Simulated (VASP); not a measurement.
# A VASP study of AlCr2C (PBEsol + U): structure first, properties next

What structure does AlCr2C take at this level, and what are its properties? The steps: full relaxation (PBEsol + U), second relaxation, density, ELF and potential (PBEsol + U), band structure (PBEsol + U), total and projected DOS (PBEsol + U), electric field gradients (PBEsol + U) and zone-centre phonons (PBEsol + U). The start is a computed cell from the Materials Project.

Method: PBEsol, DFT+U (Cr d 3 eV), spin-polarised from a ferromagnetic start; plane waves and PAW (Al, Cr_pv, C), in VASP 6.6.1.

## 1. The starting structure

Before any relaxation, the start is as follows. The structure is hexagonal, space group P6_3/mmc (No. 194). Conventional cell: a = 2.825 Å, b = 2.825 Å, c = 12.601 Å, α = 90.00°, β = 90.00°, γ = 120.00°. Nearest to Al lie 6 Cr at 2.64 Å and 6 Al at 2.83 Å. Cr has 3 C at 1.95 Å and 3 Al at 2.64 Å nearest. C has 6 Cr at 1.95 Å nearest. Farther neighbours are not listed.

Coordinates:

```xyz
8
Lattice="2.8251 0.0000 0.0000 -1.4126 2.4466 0.0000 0.0000 0.0000 12.6014" Properties=species:S:1:pos:R:3 pbc="T T T"
Al    1.4126    0.8155    3.1503
Al    0.0000    1.6311    9.4510
Cr    0.0000    1.6311    5.2288
Cr    1.4126    0.8155   11.5295
Cr    1.4126    0.8155    7.3725
Cr    0.0000    1.6311    1.0719
C     0.0000    0.0000    6.3007
C     0.0000    0.0000    0.0000
```

## 2. Full relaxation (PBEsol + U)

Properties are meant for the cell that this level of theory prefers, so cell and atoms are relaxed first (ISIF = 3) until forces and stress are small; EDIFFG sets the threshold. PBEsol restores the gradient expansion of exchange and is tuned for the cells of solids. A Hubbard U penalises fractional filling of the localised shell, which semilocal functionals favour.

Input file INCAR:

```
SYSTEM = AlCr2C
PREC = Accurate
ENCUT = 520
EDIFF = 1E-06
NELM = 100
ISMEAR = 0
SIGMA = 0.05
LREAL = .FALSE.
ALGO = Normal
GGA = PS
NBANDS = 50
ISPIN = 2
MAGMOM = 0 0 3 3 3 3 0 0
LDAU = .TRUE.
LDAUTYPE = 2
LDAUL = -1 2 -1
LDAUU = 0 3 0
LDAUJ = 0 0 0
LDAUPRINT = 1
LASPH = .TRUE.
LMAXMIX = 4
LORBIT = 11
LWAVE = .FALSE.
LCHARG = .FALSE.
KPAR = 4
IBRION = 2
NSW = 60
ISIF = 3
EDIFFG = -0.01
```

Input file POSCAR:

```
AlCr2C
1.0
    2.8251010646      0.0000000000      0.0000000000
   -1.4125505323      2.4466092902      0.0000000000
    0.0000000000      0.0000000000     12.6013736800
Al Cr C
2 4 2
Direct
    0.6666666700      0.3333333300      0.2500000000
    0.3333333300      0.6666666700      0.7500000000
    0.3333333300      0.6666666700      0.4149411600
    0.6666666700      0.3333333300      0.9149411600
    0.6666666700      0.3333333300      0.5850588400
    0.3333333300      0.6666666700      0.0850588400
    0.0000000000      0.0000000000      0.5000000000
    0.0000000000      0.0000000000      0.0000000000
```

Input file KPOINTS:

```
Automatic mesh
0
Gamma
9 9 2
0 0 0
```

Potentials, in the order of the species: Al, Cr_pv and C (PBE family, release 64).

Started as:

```
> mpirun -np 4 vasp_std
```

Log:

```text
[banner, memory and clock lines left out]
running    4 mpi-ranks, on    1 nodes
 distrk:  each k-point on    1 cores,    4 groups
 distr:  one band on    1 cores,    1 groups

 POSCAR found type information on POSCAR AlCrC
 POSCAR found :  3 types and       8 ions
|                                                                             |
|               ----> ADVICE to this user running VASP <----                  |
|                                                                             |
|     You enforced a specific xc type in the INCAR file but a different       |
|     [... a line on the potential file left out ...]
|     I HOPE YOU KNOW WHAT YOU ARE DOING!                                     |
|                                                                             |

 LDA part: xc-table for (Slater+PW92), standard interpolation
 POSCAR, INCAR and KPOINTS ok, starting setup
 FFT: planning ... GRIDC
 FFT: planning ... GRID_SOFT
 FFT: planning ... GRID
 WAVECAR not read
 entering main loop
       N       E                     dE             d eps       ncg     rms          rms(c)
DAV:   1     0.751751681472E+03    0.75175E+03   -0.32255E+04  4808   0.139E+03
DAV:   2    -0.135380305771E+02   -0.76529E+03   -0.72450E+03  4810   0.440E+02
DAV:   3    -0.678377488555E+02   -0.54300E+02   -0.52009E+02  5438   0.125E+02
DAV:   4    -0.697215039996E+02   -0.18838E+01   -0.18688E+01  5374   0.215E+01
DAV:   5    -0.697661966396E+02   -0.44693E-01   -0.44678E-01  6394   0.320E+00    0.491E+01
DAV:   6    -0.593854612972E+02    0.10381E+02   -0.91392E+01  5922   0.753E+01    0.289E+01
DAV:   7    -0.563563009108E+02    0.30292E+01   -0.31604E+01  5440   0.450E+01    0.126E+01
DAV:   8    -0.564355525388E+02   -0.79252E-01   -0.23914E+00  5300   0.714E+00    0.573E+00
DAV:   9    -0.564916977995E+02   -0.56145E-01   -0.61269E-01  5844   0.501E+00    0.142E+00
DAV:  10    -0.564899393400E+02    0.17585E-02   -0.11148E-01  5548   0.251E+00    0.766E-01
DAV:  11    -0.564920152067E+02   -0.20759E-02   -0.11244E-02  6636   0.630E-01    0.389E-01
DAV:  12    -0.564924037815E+02   -0.38857E-03   -0.10873E-03  6180   0.200E-01    0.162E-01
DAV:  13    -0.564923977988E+02    0.59827E-05   -0.43584E-04  6310   0.917E-02    0.658E-02
DAV:  14    -0.564924390967E+02   -0.41298E-04   -0.71233E-05  6106   0.554E-02    0.302E-02
DAV:  15    -0.564924515207E+02   -0.12424E-04   -0.29908E-05  5912   0.342E-02    0.146E-02
DAV:  16    -0.564924514247E+02    0.96042E-07   -0.13520E-06  4116   0.861E-03
   1 F= -.56492451E+02 E0= -.56490329E+02  d E =-.564925E+02  mag=     7.8251
 curvature:   0.00 expect dE= 0.000E+00 dE for cont linesearch  0.000E+00
 trial: gam= 0.00000 g(F)=  0.181E+00 g(S)=  0.149E+01 ort = 0.000E+00 (trialstep = 0.100E+01)
 search vector abs. value=  0.167E+01
 bond charge predicted
       N       E                     dE             d eps       ncg     rms          rms(c)
DAV:   1    -0.849341376569E+02   -0.28442E+02   -0.44476E+02  4924   0.215E+02    0.542E+01
DAV:   2    -0.821528995505E+02    0.27812E+01   -0.31791E+02  6006   0.131E+02    0.565E+01
DAV:   3    -0.571051930723E+02    0.25048E+02   -0.62479E+01  5554   0.488E+01    0.148E+01
DAV:   4    -0.567601600379E+02    0.34503E+00   -0.63494E+00  5942   0.117E+01    0.102E+01
DAV:   5    -0.570326894029E+02   -0.27253E+00   -0.10835E+00  5700   0.697E+00    0.426E+00
DAV:   6    -0.569951595114E+02    0.37530E-01   -0.25790E-01  6550   0.287E+00    0.249E+00
DAV:   7    -0.570425732971E+02   -0.47414E-01   -0.21002E-01  6018   0.197E+00    0.141E+00
DAV:   8    -0.570768431512E+02   -0.34270E-01   -0.25971E-02  5928   0.122E+00    0.570E-01
DAV:   9    -0.570813931840E+02   -0.45500E-02   -0.12547E-02  5904   0.704E-01    0.535E-01
DAV:  10    -0.570837404136E+02   -0.23472E-02   -0.99541E-04  6156   0.231E-01    0.266E-01
DAV:  11    -0.570848248003E+02   -0.10844E-02   -0.55969E-04  6218   0.120E-01    0.834E-02
DAV:  12    -0.570849212951E+02   -0.96495E-04   -0.12633E-04  5824   0.517E-02    0.340E-02
DAV:  13    -0.570849388342E+02   -0.17539E-04   -0.47862E-05  6058   0.346E-02    0.142E-02
DAV:  14    -0.570849398224E+02   -0.98826E-06   -0.26426E-06  4978   0.961E-03
   2 F= -.57084940E+02 E0= -.57083470E+02  d E =-.592488E+00  mag=    11.0485
[...]
3 F= -.57128315E+02 E0= -.57125277E+02  d E =-.635864E+00  mag=    10.7204
[...]
4 F= -.57128861E+02 E0= -.57125768E+02  d E =-.636409E+00  mag=    10.7927
[...]
5 F= -.57128997E+02 E0= -.57126155E+02  d E =-.636546E+00  mag=    10.8563
[...]
6 F= -.57164403E+02 E0= -.57162570E+02  d E =-.354053E-01  mag=    10.9479
[...]
7 F= -.57165849E+02 E0= -.57163989E+02  d E =-.368513E-01  mag=    10.9600
[...]
8 F= -.57166453E+02 E0= -.57164367E+02  d E =-.604243E-03  mag=    10.8919
 trial-energy change:   -0.000604  1 .order   -0.000672   -0.002037    0.000693
 step:   0.7215(harm=  0.7520)  dis= 0.00193  next Energy=   -57.166553 (dE=-0.704E-03)
 bond charge predicted
       N       E                     dE             d eps       ncg     rms          rms(c)
DAV:   1    -0.571683150797E+02   -0.18611E-02   -0.40348E-02  5120   0.245E+00    0.461E-01
DAV:   2    -0.571669196411E+02    0.13954E-02   -0.13451E-02  5222   0.967E-01    0.356E-01
DAV:   3    -0.571666218219E+02    0.29782E-03   -0.16267E-03  5198   0.343E-01    0.789E-02
DAV:   4    -0.571665830510E+02    0.38771E-04   -0.20522E-04  5730   0.602E-02    0.460E-02
DAV:   5    -0.571665690796E+02    0.13971E-04   -0.70059E-05  5244   0.500E-02    0.112E-02
DAV:   6    -0.571665689983E+02    0.81306E-07   -0.46262E-06  5494   0.134E-02
   9 F= -.57166569E+02 E0= -.57164557E+02  d E =-.720266E-03  mag=    10.9120
 curvature:  -0.37 expect dE=-0.625E-06 dE for cont linesearch -0.633E-07
 trial: gam=-0.00885 g(F)=  0.126E-05 g(S)=  0.424E-06 ort = 0.186E-04 (trialstep = 0.951E+00)
 search vector abs. value=  0.152E-05
 reached required accuracy - stopping structural energy minimisation
```

The job ended after 3.6 min (4 MPI ranks of Intel Xeon 6975P-C (Granite Rapids), shared host; peak memory 1.4 GiB; 13 min of CPU time).

Lines that name or quote the potential files are left out of all logs, and their timing lines are given in words.

(Continued in part 2 of 8.)

[Lines on the potential files, build, host, timing and source positions are cut from VASP's logs without a mark.]

[Logs are printed without paths, hosts, clocks, repeated set-up lines and the standing remarks that a program may print on its own settings, such as how far it seeks lower states.]

[Hosts, paths, dates, database ids (printed as entryN), source tags and the programs' standing remarks are cut or masked in the printed files.]

[A measured line is paired with the nearest computed mode of its activity, which favours agreement.]
